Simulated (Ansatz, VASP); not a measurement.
# TiTe2 (1T-TiTe2 bilayer, AB): VASP beside Ansatz

Wanted: the spread between two codes on one cell, functional and k mesh. The cell is taken from a series of runs on this material, whose earlier steps may have relaxed, scaled, displaced or heated it; both programs get it as it stands.

Calculated with Ansatz 0.2.0; plane waves, with VASP 6.6.1 beside it; single point at PBE with D4.

## 1. The structure

The cell holds 6 atoms: 4 Te and 2 Ti. Cell: a = 3.694 Å, b = 3.694 Å, c = 28.314 Å, α = 90.0°, β = 90.0°, γ = 120.0°. Vacuum lies along c.

## 2. VASP: single point, PBE with D4

With cell and atoms fixed, the geometry can't cause a difference; cores, projectors, grids and the points listed under the comparison can.

Lines of VASP's logs that name or quote its potential files are left out, and so is its time.

Contents of INCAR:

```
SYSTEM = TiTe2
PREC = Accurate
ENCUT = 400
EDIFF = 1E-06
NELM = 120
ISMEAR = -1
SIGMA = 0.05
LREAL = .FALSE.
ALGO = Normal
GGA = PE
IVDW = 13
NBANDS = 30
LASPH = .TRUE.
LORBIT = 11
LWAVE = .FALSE.
LCHARG = .FALSE.
ISIF = 2
LDIPOL = .TRUE.
IDIPOL = 3
DIPOL = 0.5 0.5 0.5
LVHAR = .TRUE.
GGA_COMPAT = .FALSE.
NELMDL = -8
KPAR = 2
```

Contents of POSCAR:

```
TiTe2
1.0
    3.6941992445      0.0000000000      0.0000000000
   -1.8470996222      3.1992703924      0.0000000000
    0.0000000000      0.0000000000     28.3137087765
Te Ti
4 2
Direct
    0.6666666666      0.3333333333      0.3178672236
    0.3333333333      0.6666666666      0.4416266538
    0.9999999999      1.0000000000      0.5583733462
    0.6666666666      0.3333333333      0.6821327764
    0.9999999999      1.0000000000      0.3799259958
    0.3333333333      0.6666666666      0.6200740042
```

Contents of KPOINTS:

```
Automatic mesh
0
Gamma
12 12 1
0 0 0
```

PAW data sets: Te and Ti_sv (PBE family, release 64).

Command:

```console
> mpirun -np 2 vasp_std
```

Numbers of over 12 decimals in the logs are rounded to 6 here.

Log:

```text
[banner, memory and clock lines left out]
running    2 mpi-ranks, on    1 nodes
 distrk:  each k-point on    1 cores,    2 groups
 distr:  one band on    1 cores,    1 groups

 POSCAR found type information on POSCAR TeTi
 POSCAR found :  2 types and       6 ions
 LDA part: xc-table for (Slater+PW92), standard interpolation
 POSCAR, INCAR and KPOINTS ok, starting setup
 FFT: planning ... GRIDC
 FFT: planning ... GRID_SOFT
 FFT: planning ... GRID
 WAVECAR not read
 entering main loop
       N       E                     dE             d eps       ncg     rms          rms(c)
DAV:   1     0.373990425448E+03    0.37399E+03   -0.18990E+04  1388   0.111E+03
DAV:   2     0.109279191706E+02   -0.36306E+03   -0.35445E+03  1422   0.315E+02
DAV:   3    -0.303297053829E+02   -0.41258E+02   -0.40539E+02  1746   0.968E+01
DAV:   4    -0.361648976879E+02   -0.58352E+01   -0.58158E+01  1876   0.300E+01
DAV:   5    -0.366243310089E+02   -0.45943E+00   -0.45935E+00  1514   0.677E+00
DAV:   6    -0.366331440648E+02   -0.88131E-02   -0.88128E-02  1728   0.132E+00
DAV:   7    -0.366333927015E+02   -0.24864E-03   -0.24863E-03  1662   0.181E-01
DAV:   8    -0.366333973260E+02   -0.46244E-05   -0.46244E-05  1624   0.285E-02    0.173E+01
DAV:   9    -0.365193445602E+02    0.11405E+00   -0.58836E+01  1544   0.465E+01    0.202E+01
DAV:  10    -0.331690564903E+02    0.33503E+01   -0.51778E+01  1552   0.417E+01    0.865E+00
DAV:  11    -0.325325305112E+02    0.63653E+00   -0.25272E+00  1368   0.959E+00    0.458E+00
DAV:  12    -0.323759183822E+02    0.15661E+00   -0.22952E+00  1562   0.854E+00    0.237E+00
DAV:  13    -0.323444234555E+02    0.31495E-01   -0.46652E-01  1490   0.462E+00    0.111E+00
DAV:  14    -0.323376749382E+02    0.67485E-02   -0.47066E-02  1456   0.144E+00    0.642E-01
[...]
DAV:  22    -0.323373399443E+02   -0.16785E-04   -0.12765E-06   900   0.564E-03    0.129E-02
DAV:  23    -0.323373660359E+02   -0.26092E-04   -0.50805E-06  1140   0.106E-02    0.247E-03
DAV:  24    -0.323373703839E+02   -0.43480E-05   -0.98258E-07   828   0.487E-03    0.523E-03
DAV:  25    -0.323373737429E+02   -0.33590E-05   -0.31254E-07   730   0.247E-03    0.393E-03
DAV:  26    -0.323373774612E+02   -0.37183E-05   -0.11828E-07   644   0.197E-03    0.203E-03
DAV:  27    -0.323373812887E+02   -0.38275E-05   -0.32432E-07   686   0.330E-03    0.103E-03
DAV:  28    -0.323373837728E+02   -0.24841E-05   -0.19220E-07   676   0.148E-03    0.180E-03
DAV:  29    -0.323373840029E+02   -0.23007E-06   -0.49138E-08   606   0.108E-03
   1 F= -.34510036E+02 E0= -.34499657E+02  d E =-.207584E-01
```

Parts of OUTCAR (step 2):

```text
ion  position               nearest neighbor table
   1  0.667  0.333  0.318-   5 2.76   5 2.76   5 2.76
   2  0.333  0.667  0.442-   5 2.76   5 2.76   5 2.76
   3  1.000  0.000  0.558-   6 2.76   6 2.76   6 2.76
   4  0.667  0.333  0.682-   6 2.76   6 2.76   6 2.76
   5  1.000  0.000  0.380-   2 2.76   2 2.76   2 2.76   1 2.76   1 2.76   1 2.76
   6  0.333  0.667  0.620-   3 2.76   3 2.76   3 2.76   4 2.76   4 2.76   4 2.76

  LATTYP: Found a hexagonal cell.
 ALAT       =     3.6941992445
 C/A-ratio  =     7.6643697057

 Subroutine GETGRP returns: Found 12 space group operations
 (whereof  6 operations were pure point group operations)

The static configuration has the point symmetry C_3v.
 The point group associated with its full space group is D_3d.

 Found     19 irreducible k-points:

   k-points           NKPTS =     19   k-points in BZ     NKDIM =     19   number of bands    NBANDS=     30

   dimension x,y,z NGX =    24 NGY =   24 NGZ =  192
   dimension x,y,z NGXF=    48 NGYF=   48 NGZF=  384

   ENCUT  =  400.0 eV  29.40 Ry    5.42 a.u.   6.02  6.02 46.17*2*pi/ulx,y,z

   NELECT =      48.0000    total number of electrons

 k-points in reciprocal lattice and weights: Automatic mesh
   0.00000000  0.00000000  0.00000000       0.007
   0.08333333  0.00000000  0.00000000       0.042
   0.16666667  0.00000000  0.00000000       0.042
   0.25000000  0.00000000  0.00000000       0.042
   0.33333333  0.00000000  0.00000000       0.042
   0.41666667  0.00000000  0.00000000       0.042
   0.50000000  0.00000000  0.00000000       0.021
   0.08333333  0.08333333  0.00000000       0.042
   0.16666667  0.08333333  0.00000000       0.083
[...]
0.33333333  0.25000000  0.00000000       0.083
   0.33333333  0.33333333  0.00000000       0.014

 dipolmoment           0.000000      0.000000     -0.000000 electrons x Angstroem

 average (electrostatic) potential at core
       1 -93.3176       2 -93.3746       3 -93.3746       4 -93.3176       5 -80.7318
       6 -80.7318

 E-fermi :   0.7389

 k-point     1 :       0.0000    0.0000    0.0000
  band No.  band energies     occupation
    ...
     16      -0.6711      2.00000
     17      -0.6711      2.00000
     18      -0.6458      2.00000
     19      -0.6458      2.00000
     20      -0.0902      2.00000
     21       1.1310      0.00078
     22       1.2220      0.00013
     23       1.2220      0.00013
     24       1.2249      0.00012
     25       1.2249      0.00012
    ...

 k-point     2 :       0.0833    0.0000    0.0000
  band No.  band energies     occupation
    ...
     18      -0.6325      2.00000
     19      -0.5643      2.00000
     20       0.0732      2.00000
     21       0.7250      1.13722
     22       0.7764      0.64155
     23       0.9843      0.01465
     24       1.0167      0.00769
     25       1.1432      0.00062
     26       1.3462      0.00001
     27       1.9932      0.00000
    ...

 k-point     3 :       0.1667    0.0000    0.0000
  band No.  band energies     occupation
    ...
     20      -0.3941      2.00000
     21      -0.2994      2.00000
     22       0.1619      1.99998
     23       0.5943      1.89483
     24       0.6571      1.67387
     25       1.0643      0.00298
     26       1.1791      0.00030
     27       1.9792      0.00000
     28       2.2385      0.00000
     29       2.2487      0.00000
    ...

  DFT-D4 for vdW energy calculation

  Edisp (eV):   -2.17265

  Total      -0.12338    -0.12338    -0.07857    -0.00000    -0.00000     0.00000
  in kB      -0.59074    -0.59074    -0.37619    -0.00000    -0.00000     0.00000
  external pressure =       -0.52 kB  Pullay stress =        0.00 kB

  energy-cutoff  :      400.00
  volume of cell :      334.63
      direct lattice vectors                 reciprocal lattice vectors
     3.694199245  0.000000000  0.000000000     0.270694658  0.156285633  0.000000000
    -1.847099622  3.199270392  0.000000000     0.000000000  0.312571267  0.000000000
     0.000000000  0.000000000 28.313708777     0.000000000  0.000000000  0.035318580

 POSITION                                       TOTAL-FORCE (eV/Angst)
 -----------------------------------------------------------------------------------
      1.84710      1.06642      9.00000         0.000000     -0.000000     -0.014368
      0.00000      2.13285     12.50409        -0.000000      0.000000      0.008664
      3.69420      0.00000     15.80962         0.000000     -0.000000     -0.008664
      1.84710      1.06642     19.31371         0.000000      0.000000      0.014368
      3.69420      0.00000     10.75711        -0.000000      0.000000      0.000309
      0.00000      2.13285     17.55659        -0.000000     -0.000000     -0.000309
 -----------------------------------------------------------------------------------
    total drift:                                0.000001      0.000001      0.000000

  FREE ENERGIE OF THE ION-ELECTRON SYSTEM (eV)
  ---------------------------------------------------
  free  energy   TOTEN  =       -34.5100358386 eV

  energy  without entropy=      -34.4892773981  energy(sigma->0) =      -34.49965662

 vacuum level on the upper side and lower side of the slab         5.565         5.565

 total charge
# of ion       s       p       d       tot
------------------------------------------
    1        1.385   2.003   0.037   3.424
    2        1.386   2.002   0.040   3.428
    3        1.386   2.002   0.040   3.428
    4        1.385   2.003   0.037   3.424
    5        2.168   6.128   1.878  10.174
    6        2.168   6.128   1.878  10.174
--------------------------------------------------
tot          9.878  20.264   3.908  34.050

[... 3 further parts left out ...]
```

This run has no spin polarisation, so a moment on Ti, if there is one, isn't seen.

## 3. Ansatz: single point, PBE with D4

Ansatz runs on its default PAW (the set named soft_2) files.

The same cell, functional, mesh and smearing now go to Ansatz, which takes its cutoff from its data sets.

Contents of input.yaml:

```yaml
crystal:
  lattice:
    - [3.6941992445, 0.0, 0.0]
    - [-1.8470996222, 3.1992703924, 0.0]
    - [0.0, 0.0, 28.3137087765]
  atoms:
    - { symbol: Te, position: [0.6666666667, 0.3333333333, 0.3178672236] }
    - { symbol: Ti, position: [0.0, 0.0, 0.3799259958] }
    - { symbol: Te, position: [0.3333333333, 0.6666666667, 0.4416266538] }
    - { symbol: Te, position: [0.0, 0.0, 0.5583733462] }
    - { symbol: Ti, position: [0.3333333333, 0.6666666667, 0.6200740042] }
    - { symbol: Te, position: [0.6666666667, 0.3333333333, 0.6821327764] }
kpoints:
  mp_grid: { grid: [12, 12, 1] }
  band_path:
    path: [[0, 0, 0], [0.5, 0, 0], [0.33333333, 0.33333333, 0], [0, 0, 0]]
    npoints: 16
hamiltonian:
  xc: pbe
  dispersion: d4
scf:
  occupations: { method: fermi_dirac, width: 0.05 }
  convergence: { dr2_threshold: 1.0e-10 }
efield:
  axis: 3
  dipole_correction: true
  ramp_position: 0.97
  ramp_width: 0.06
  amplitude: 0
output:
  dos: { projected: true, e_range: [-6, 5] }
  bader: true
  write_potential: true
  write_density: true
  volumetric_format: npy
  elf: true
```

Command:

```console
> ansatz run input.yaml --threads 4 --pin off --max-ram 6144MiB --backend cpu --events-out ev --progress --plain --runs-dir out
```

Log:

```text
Engine: ansatz 0.2.0, aarch64-unknown-linux-gnu
Pseudopotentials: kind: paw
Pseudopotential: Te, paw, valence charge 16, recommended cutoff 420 eV (normal), Te.paw.azcp
Pseudopotential: Ti, paw, valence charge 12, recommended cutoff 420 eV (normal), Ti.paw.azcp
Functional definition: PBE
  parameter kappa = 0.804
  parameter beta = 0.066725
  exchange = pbe_x(kappa = kappa, mu = beta*pi^2/3)
  correlation = pbe_c(beta = beta)
Crystal: 6 atoms, lattice volume = 334.632 Å³
Basis set: ecut = 420 eV, 6563 PW (Γ)
Bands: 53, of which v1, the nominal top of the filled ones, is band 44 counted from 1 (43 counted from 0)
Symmetry: 6 space group operations
k-points: 19 of 144 (time reversal used)
Non-local potential: Te, projectors of the file, l = 0: 2, l = 1: 2, l = 2: 2, l = 3: 2
Non-local potential: Ti, projectors of the file, l = 0: 3, l = 1: 2, l = 2: 3, l = 3: 1
PAW form: soft (Blöchl's): semilocal exchange-correlation on the pseudo side does not see the compensation charge
PAW one-centre angular grid: Te, 590 points (default); XC on 64 Gauss nodes
PAW one-centre angular grid: Ti, 590 points (default); XC on 64 Gauss nodes
Initial density: superposition of atomic densities (neutral atoms: chi_scale 0, normalization atom), corrected by the library's trained network
Initial wavefunctions: pseudopotential atomic-orbital guess
Functional: x = pbe(κ = 0.804, μ = 0.219515), c = pbe(β = 0.066725)
SCF iter   1: F=—  HF=-32925.461230 eV  |F-HF|=—  |Δ(HF+E_count)|=         —  Δρ=2.89e-3  dr2=9.57e-2  ethr=1.77e-3  p=0.000 e·Å  D=7.28e-14 V/Å  ΔV_dip=-0.00 eV  dr2_dipole=6.91e-8  V_vac-E_F(+/−)=4.75/4.75 eV  ⟨swp⟩=9.1  Hψ=4164  notcnv=0  defer=1
efield: sawtooth ramp at fractional position 0.9700 (set: `efield.ramp_position`, or a place that a band, a saddle search or an elastic batch's reference lends), width 0.0600; the density the first Hamiltonian is built on has a dipole p = 0.000 e·Å; the dipole correction subtracts the counter field D = 7.28e-14 V/Å, which shifts the + side's vacuum level by -0.00 eV against the − side's; the planar-averaged density in the ramp window peaks in size at 7.4e-6 e/Å³
preconditioner: auto → LDOS  [metal: Δε(μ)=0.055 eV  Ē_g=6.179 eV  σ=0.050 eV  W_gap=0.27  n_scr=72 (ndim 8)  ℏωp=11.5 eV  f_vac=0.510  D(μ)=2.40/eV (n_scr^D=10)  β→1.0]
SCF iter   2: F=—  HF=-32925.473757 eV  |F-HF|=—  |Δ(HF+E_count)|=   1.25e-2  Δρ=3.98e-3  dr2=2.04e-1  ethr=1.09e-4  p=0.000 e·Å  D=3.34e-5 V/Å  ΔV_dip=-0.00 eV  dr2_dipole=8.89e-7  V_vac-E_F(+/−)=5.03/5.03 eV  ⟨swp⟩=4.0  Hψ=2401  notcnv=0  defer=17
SCF iter   3: F=—  HF=-32925.455446 eV  |F-HF|=—  |Δ(HF+E_count)|=   1.83e-2  Δρ=4.50e-4  dr2=2.31e-3  ethr=1.09e-4  p=-0.000 e·Å  D=-1.86e-5 V/Å  ΔV_dip=0.00 eV  dr2_dipole=2.94e-8  V_vac-E_F(+/−)=4.78/4.78 eV  ⟨swp⟩=2.4  Hψ=1379  notcnv=0  defer=17
SCF iter   4: F=—  HF=-32925.455183 eV  |F-HF|=—  |Δ(HF+E_count)|=   2.63e-4  Δρ=1.69e-4  dr2=1.83e-4  ethr=2.63e-6  p=0.000 e·Å  D=1.08e-5 V/Å  ΔV_dip=-0.00 eV  dr2_dipole=9.98e-9  V_vac-E_F(+/−)=4.82/4.82 eV  ⟨swp⟩=2.0  Hψ=1636  notcnv=0  defer=17
SCF iter   5: F=—  HF=-32925.455143 eV  |F-HF|=—  |Δ(HF+E_count)|=   4.01e-5  Δρ=4.48e-5  dr2=1.16e-5  ethr=2.08e-7  p=-0.000 e·Å  D=-5.78e-6 V/Å  ΔV_dip=0.00 eV  dr2_dipole=8.85e-9  V_vac-E_F(+/−)=4.82/4.82 eV  ⟨swp⟩=2.6  Hψ=1742  notcnv=0  defer=17
SCF iter   6: F=—  HF=-32925.455133 eV  |F-HF|=—  |Δ(HF+E_count)|=   9.19e-6  Δρ=1.19e-5  dr2=5.95e-7  ethr=1.31e-8  p=0.000 e·Å  D=1.55e-6 V/Å  ΔV_dip=-0.00 eV  dr2_dipole=7.23e-11  V_vac-E_F(+/−)=4.82/4.82 eV  ⟨swp⟩=2.9  Hψ=1876  notcnv=0  defer=17
SCF iter   7: F=—  HF=-32925.455225 eV  |F-HF|=—  |Δ(HF+E_count)|=   9.17e-5  Δρ=4.85e-6  dr2=3.05e-7  ethr=6.76e-10  p=-0.000 e·Å  D=-1.44e-6 V/Å  ΔV_dip=0.00 eV  dr2_dipole=4.12e-10  V_vac-E_F(+/−)=4.82/4.82 eV  ⟨swp⟩=2.4  Hψ=1794  notcnv=0  defer=17
SCF iter   8: F=—  HF=-32925.455225 eV  |F-HF|=—  |Δ(HF+E_count)|=   9.76e-8  Δρ=1.62e-6  dr2=7.51e-9  ethr=3.46e-10  p=0.000 e·Å  D=2.32e-7 V/Å  ΔV_dip=-0.00 eV  dr2_dipole=1.07e-12  V_vac-E_F(+/−)=4.82/4.82 eV  ⟨swp⟩=2.0  Hψ=1206  notcnv=0  defer=17
SCF iter   9: F=—  HF=-32925.455225 eV  |F-HF|=—  |Δ(HF+E_count)|=   2.56e-8  Δρ=4.31e-7  dr2=9.62e-10  ethr=8.53e-12  p=0.000 e·Å  D=3.84e-8 V/Å  ΔV_dip=-0.00 eV  dr2_dipole=3.09e-12  V_vac-E_F(+/−)=4.82/4.82 eV  ⟨swp⟩=2.7  Hψ=1421  notcnv=0  defer=17
SCF iter  10: F=-32925.455225 eV  HF=-32925.455225 eV  |F-HF|=8.73e-11  |Δ(HF+E_count)|=  7.06e-10  Δρ=1.25e-7  dr2=5.21e-11  ethr=1.00e-12  p=0.000 e·Å  D=2.23e-7 V/Å  ΔV_dip=-0.00 eV  dr2_dipole=4.47e-14  V_vac-E_F(+/−)=4.82/4.82 eV  ⟨swp⟩=7.8  Hψ=3066  notcnv=0
SCF 1 converged in 10 iterations: F = -32925.455225 eV  dr2 = 5.21e-11
  greatest PAW one-centre occupation: 0.999 electrons in one spin orbital (limit 2), on the Ti atom at site 4 (counted from 0), in its partial waves of l = 0
NSCF: frozen V_eff on 49 k-points
efield: sawtooth ramp at fractional position 0.9700 (kept from the solve that this one continues, or follows in the run), width 0.0600; the density the first Hamiltonian is built on has a dipole p = 0.000 e·Å; the dipole correction subtracts the counter field D = 2.23e-7 V/Å, which shifts the + side's vacuum level by -0.00 eV against the − side's; the planar-averaged density in the ramp window peaks in size at 4.8e-6 e/Å³
WARN: The output density's exchange-correlation potential varies sharply where the density is thin. Do not read a vacuum level from v_tot or v_xc, or from such a field of the output density. On a cell that repeats whose density bears no net charge and no dipole along the vacuum's axis use v_es (v_loc + v_h of the components); under efield.dipole_correction with no amplitude use v_es + v_field, which holds any externa [...]
SCF converged after 10 iterations
Free energy (F): -32925.455225 eV
Harris-Foulkes:  -32925.455225 eV  (|F-HF|=8.73e-11)
Internal energy: -32925.434453 eV  (E = F + TS)
E sigma→0 (E₀):  -32925.444839 eV
Entropy (-TS):   -0.020772 eV (-3.462 meV/atom)
Fermi energy:    2.399087 eV
Dipole field:    D = 0.000000 V/Å  (p = 0.000000 e·Å, saw-weighted, corrected)
Work function:   Φ+ = 4.8190 eV   Φ− = 4.8190 eV
Levels:          The Fermi level and band energies are counted from a zero that moves with the ramp; work functions are not
--- Per-component energies (eV) ---
  E_band       = -2023.044540
  E_kinetic    = 1267.583720
  E_local      = -89185.986597  (includes V_loc(G=0)·N_el)
  E_nonlocal   = -1223.989033
  E_hartree    = 44821.920703
  E_xc         = -693.425405
  E_vxc        = -662.236864  (∫ρ·V_xc dr)
  E_paw        = -20745.107981  (= ΣΔE_a)
  E_vpaw       = -1862.256676  (= ΣTr[D̂ρ^β])
  E_aug_tail   = -0.000488  (compensation charges beyond the density's cutoff)
  E_efield     = 0.000000  (sawtooth field / dipole correction)
  E_vefield    = 0.000000  (∫n·V_field dr)
  E_ewald      = 32835.742540
  E_disp       = -2.171912  (pairwise vdW)
  E_smearing   = -0.020772  (= −TS)
  E_closure    = 0.000000  (closes the sum)
  Σ components = -32925.455225   (vs F -32925.455225, Δ=0.00e0)
--- Band table (eV; the first three rows and the last of 19) ---
  k-point 0: bands = [... 40 lower, 2.7905, 2.8864, 2.8864, 2.8894, 2.8894, 3.1993, 3.6284, 3.6284, ... 5 higher]
  k-point 1: bands = [... 40 lower, 2.3839, 2.4360, 2.6467, 2.6795, 2.8043, 3.0051, 3.6510, 3.7740, ... 5 higher]
  k-point 2: bands = [... 40 lower, 1.3575, 1.8127, 2.2554, 2.3188, 2.7252, 2.8394, 3.6398, 3.8978, ... 5 higher]
  k-point 18: bands = [... 40 lower, 0.4031, 0.4362, 0.4815, 0.4815, 3.5121, 3.5955, 3.5955, 3.6585, ... 5 higher]
--- Bader charges: 6 sites ---
  site symbol  charge [e]  shift [e]
     0     Te     -0.6781     0.0014
     1     Ti      1.3565     0.0028
     2     Te     -0.6784     0.0014
     3     Te     -0.6784     0.0014
     4     Ti      1.3565     0.0028
     5     Te     -0.6781     0.0014
  estimated error of the sums over rays = 5.2e-4 e
```

The column dr2 measures how far the density is from self-consistency, as an energy; F and HF (Harris–Foulkes) agree once it is small.

## 4. Differences

Known differences besides the potentials themselves: the data sets hold 88 valence electrons in Ansatz (on its default PAW (the set named soft_2) files) and 48 in VASP; the cutoff is 420 eV in Ansatz and 400 eV in VASP. Total energies have different zeros and are not compared.

The two programs side by side:

```csv
quantity,Ansatz,VASP,difference
"work function, lower of the two faces (eV)",4.82,4.83,-0.01
"work function, higher of the two faces (eV)",4.82,4.83,-0.01
```

With vacuum in the cell, a pressure given here is an average over mostly empty space and none of the material.

## 5. Outcome

| Property | Result |
| --- | --- |
| difference in work function, lower of the two faces (single point, PBE with D4) | -0.0071 eV |

In words: The difference in work function, lower of the two faces is -0.0071 eV (single point, PBE with D4). The data sets hold unlike numbers of valence electrons (88 in Ansatz and 48 in VASP), so part of the differences comes from the potentials. How closely two codes agree says nothing of how well the functional describes the real material.

[Lines on the potential files, build, host, timing and source positions are cut from VASP's logs without a mark.]

[Logs are printed without paths, hosts, clocks, repeated set-up lines and the standing remarks that a program may print on its own settings, such as how far it seeks lower states.]

[Hosts, paths, dates, database ids (printed as entryN), source tags and the programs' standing remarks are cut or masked in the printed files.]
